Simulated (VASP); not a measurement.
Here is the system:

```
CELL_PARAMETERS angstrom
      3.87943     0.00000     0.00000
      0.00000     3.87943     0.00000
      0.00000     0.00000     3.87943
ATOMIC_POSITIONS crystal
  Tl 0.00000 0.00000 0.00000
  Cl 0.50000 0.50000 0.50000
```

Computed with PW91 GGA, VASP's PBE PAW potentials (set 64) (plane waves; VASP). Settings: 520 eV cut-off, 6×6×6 Γ-centred mesh, Gaussian smearing of 0.050 eV, potentials Tl_d Cl.

Unless said otherwise, spin-orbit coupling is left out, though it shifts the bands of the heavy elements here.

**Question.** Predict the energy per atom (σ→0), band gap (on the k-mesh) with the smallest direct gap where there is one.

**Answer.** 
```
Quantity                                     Result
-----------------------------------  --------------
band gap (on the k-mesh)                    2.14 eV
smallest direct gap (on the k-mesh)         2.14 eV
energy per atom (σ→0)                -3.035 eV/atom
```

The compound is TlCl in the CsCl type structure. It was relaxed first. The start is the result of an earlier pass.
